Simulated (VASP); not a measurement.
An input for Ansatz (written as the equivalent of a VASP run, and not itself run):

Ansatz 0.2 input:
```yaml
crystal:
  lattice:
    - [4.1184529, 0.0000000, 0.0000000]
    - [-2.0592264, 3.5666853, 0.0000000]
    - [0.0000000, 0.0000000, 6.7250636]
  atoms:
    - { symbol: Cd, position: [0.3333330, 0.6666670, 0.9999278] }
    - { symbol: Cd, position: [0.6666670, 0.3333330, 0.4999278] }
    - { symbol: S, position: [0.3333330, 0.6666670, 0.3750722] }
    - { symbol: S, position: [0.6666670, 0.3333330, 0.8750722] }
kpoints:
  mp_grid: { grid: [6, 6, 3] }
hamiltonian:
  xc: r2scan
  pseudopotentials: { kind: paw }
scf:
  occupations: { method: gaussian, width: 0.05 }
  max_iter: 100
relax:
  max_steps: 60
  f_tol: 0.02
  cell: {}
output: { forces: true, stress: true, eigenvalues: true }
```

Translate this input to VASP (INCAR, KPOINTS, POSCAR, choice of POTCAR).

One answer among several that fit: 
File POSCAR:
```
CdS
1.0
  4.1184528993   0.0000000000   0.0000000000
 -2.0592264497   3.5666853376   0.0000000000
  0.0000000000   0.0000000000   6.7250636133
Cd S
2 2
Direct
  0.3333330000   0.6666670000   0.9999278210
  0.6666670000   0.3333330000   0.4999278210
  0.3333330000   0.6666670000   0.3750721790
  0.6666670000   0.3333330000   0.8750721790
```

### KPOINTS
```
Regular mesh
0
gamma
 6 6 3
0 0 0
```

### INCAR
```
SYSTEM = CdS
PREC = Accurate; ENCUT = 400; LREAL = .FALSE.
LASPH = .TRUE.
EDIFF = 1E-6; NELM = 100; ALGO = Normal
LMAXMIX = 4; LMIXTAU = .TRUE.
ISMEAR = 0; SIGMA = 0.05
METAGGA = R2SCAN
IBRION = 2; NSW = 60; ISIF = 3
EDIFFG = -0.02
LWAVE = .FALSE.; LCHARG = .FALSE.
```

POTCAR, in this order: Cd S (PBE.64 set). Program: vasp_std.

Limits of the translation: each code has its own PAW files, so the cut-off isn't converted (ENCUT is set for VASP's; basis.ecutwfc is left out, and Ansatz then takes the one that its files recommend); Ansatz stops its SCF on the density residual and VASP on the energy change (EDIFF).

The structure was generated: CdS was put into the wurtzite type (P6_3mc), which need not be its known phase. This run relaxes it. Symmetry was kept, so distortions that lower it aren't found. The start is the result of an earlier pass.
